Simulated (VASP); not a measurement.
Runs of VASP 6.6.1 on Si2W. Symmetry: I4/mmm, No. 139, tetragonal system. Conventional cell: a = 3.215 Å, b = 3.215 Å, c = 7.802 Å, α = 90.00°, β = 90.00°, γ = 90.00°. Si (site symmetry 4mm) is surrounded by 5 Si at 2.57 to 2.63 Å and 5 W at 2.61 Å. W (site symmetry 4/mmm) has 10 Si at 2.61 Å as nearest neighbours. The cell is a database's computed one.

```tsv
task	level	potentials or basis	cell	k mesh	cutoff (eV)	mesh quality	gap on the mesh (eV)	pressure (GPa)	relaxed volume (Å³/atom)
relaxation of cell and atoms	PBEsol	VASP PAW PBE potentials, release 64 (Si, W)	relaxed	18 × 18 × 18	580	not flagged	none	0.0	13.35
relaxation of cell and atoms	PBEsol	VASP PAW PBE potentials, release 64 (Si, W_sv)	relaxed	6 × 6 × 6	600	coarse	none	0.0	(a)
relaxation of cell and atoms	PBEsol	VASP PAW PBE potentials, release 64 (Si, W_sv)	relaxed	18 × 18 × 18	300	not flagged	none	0.0	13.35
relaxation of cell and atoms	PBEsol	VASP PAW PBE potentials, release 64 (Si, W_sv)	relaxed	18 × 18 × 18	600	not flagged	none	0.0	(b)
relaxation of cell and atoms	PBE+D3(BJ)	VASP PAW PBE potentials, release 64 (Si, W_sv)	relaxed	18 × 18 × 18	600	not flagged	none	0.0	13.26
single point	PBEsol	VASP PAW PBE potentials, release 64 (Si, W_sv)	as given	18 × 18 × 18	520	not flagged	none	-0.8	-
relaxation of cell and atoms	RPBE	VASP PAW PBE potentials, release 64 (Si, W_sv)	relaxed	18 × 18 × 18	600	not flagged	none	0.0	13.83
relaxation of cell and atoms	LDA	VASP PAW LDA potentials, release 64 (Si, W_sv)	relaxed	18 × 18 × 18	600	not flagged	none	0.0	13.19
relaxation of cell and atoms	PBE	VASP PAW PBE potentials, release 64 (Si, W_sv)	relaxed	18 × 18 × 18	600	not flagged	none	0.0	13.68
```

Alike in all rows: no spin polarisation; smearing gaussian 0.1 eV.

**Question.** Estimate the missing entries.

**Answer.** (a) 13.37; (b) 13.38.

Caveats: some runs use coarse meshes; the PAW data sets were made with another functional, which shifts forces and pressure a little (some runs); the cutoff is under 1.25 times the usual one of these potentials, so pressure, stress and relaxed cells hold a basis-set (Pulay) error (some runs); pairwise dispersion overbinds metals, which lowers pressure and volume (some runs).

A k mesh can miss the band edges, and the runs leave out spin-orbit coupling on W.

A gap of «none» marks a metal or a gap under the smearing width.

Not every run made on this cell is shown here.
